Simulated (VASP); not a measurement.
A VASP calculation is set up with these files.

### POSCAR
```
CaSe
1.0
  0.0000000000   2.9000070058   2.9000070058
  2.9000070058   0.0000000000   2.9000070058
  2.9000070058   2.9000070058   0.0000000000
Ca Se
1 1
Cart
  0.0000000000   0.0000000000   0.0000000000
  2.9000070058   2.9000070058   2.9000070058
```

**KPOINTS**
```
Regular mesh
0
Gamma
 7 7 7
0 0 0
```

INCAR:
```
SYSTEM = CaSe
PREC = Accurate
ENCUT = 400
EDIFF = 1E-6
NELM = 100
ALGO = Normal
LREAL = .FALSE.
LASPH = .TRUE.
ISMEAR = 0
SIGMA = 0.05
LMAXMIX = 4
LWAVE = .FALSE.
LCHARG = .FALSE.
IBRION = 2
ISIF = 3
NSW = 60
EDIFFG = -0.01
```

POTCAR, in this order: Ca_sv Se (LDA.64 set). Program: vasp_std.

Problem. Write an equivalent input for Quantum ESPRESSO's pw.x.

Solution. One equivalent input (not run):
```
&CONTROL
  calculation = 'vc-relax'
  pseudo_dir = './pseudo'
  outdir = './out'
  tprnfor = .true.
  tstress = .true.
  nstep = 60
  forc_conv_thr = 0.00039
/
&SYSTEM
  ibrav = 0
  nat = 2
  ntyp = 2
  ecutwfc = 86
  occupations = 'smearing'
  smearing = 'gaussian'
  degauss = 0.003675
  input_dft = 'pz'
/
&ELECTRONS
  conv_thr = 7.3e-08
  electron_maxstep = 100
/
&IONS
/
&CELL
/
ATOMIC_SPECIES
  Ca 40.078 Ca.upf
  Se 78.971 Se.upf
CELL_PARAMETERS angstrom
    -0.0000000    2.9000070    2.9000070
     2.9000070   -0.0000000    2.9000070
     2.9000070    2.9000070    0.0000000
ATOMIC_POSITIONS crystal
  Ca   0.0000000  0.0000000  0.0000000
  Se   0.5000000  0.5000000  0.5000000
K_POINTS automatic
  7 7 7 0 0 0
```
The two are equivalent in intent, not identical: the potentials are each code's own (VASP's PAW set, PseudoDojo norm-conserving files in pw.x), so ENCUT and ecutwfc are chosen apart and not converted; conv_thr bounds pw.x's estimated SCF error, while EDIFF bounds the energy change between steps; forc_conv_thr acts on force components and is met together with etot_conv_thr.

The structure comes from a computed database's CaSe entry (Fm-3m); how it stands against other phases isn't given here. It was relaxed first, which changed the volume by -7 %. The start is the result of an earlier pass.
